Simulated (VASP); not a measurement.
Consider the following.

```yaml
crystal:
  lattice:
    - [3.93126, 0.00000, 0.00000]
    - [-1.96563, 3.40457, 0.00000]
    - [0.00000, 0.00000, 6.90322]
  atoms:
    - { symbol: Sn, position: [0.00000, 0.00000, 0.00000] }
    - { symbol: Sn, position: [0.00000, 0.00000, 0.50000] }
    - { symbol: Ge, position: [0.33333, 0.66667, 0.25000] }
    - { symbol: Ge, position: [0.66667, 0.33333, 0.75000] }
```

Computed with LDA (Ceperley-Alder, Perdew-Zunger), VASP's LDA PAW potentials (set 64) (plane waves; VASP). Numerical set-up: 400 eV cut-off, 10×10×5 Γ-centred mesh, tetrahedra with Blöchl corrections, potentials Sn_d Ge_d.

The cores are frozen, which limits the accuracy of field gradients.

Task: Give the principal components of the electric field gradient (V/Å²) and the asymmetry η at each nucleus.

Result: 
```
atom    Vxx    Vyy   Vzz     η
----  -----  -----  ----  ----
Sn1   -13.9  -13.8  27.7  0.00
Sn2   -13.9  -13.8  27.7  0.00
Ge3     4.9    4.9  -9.9  0.00
Ge4     4.9    4.9  -9.9  0.00
```

The structure was generated: SnGe was put into the NiAs type (P6_3/mmc), which need not be its known phase. It was relaxed first, which changed the volume by -7 %.
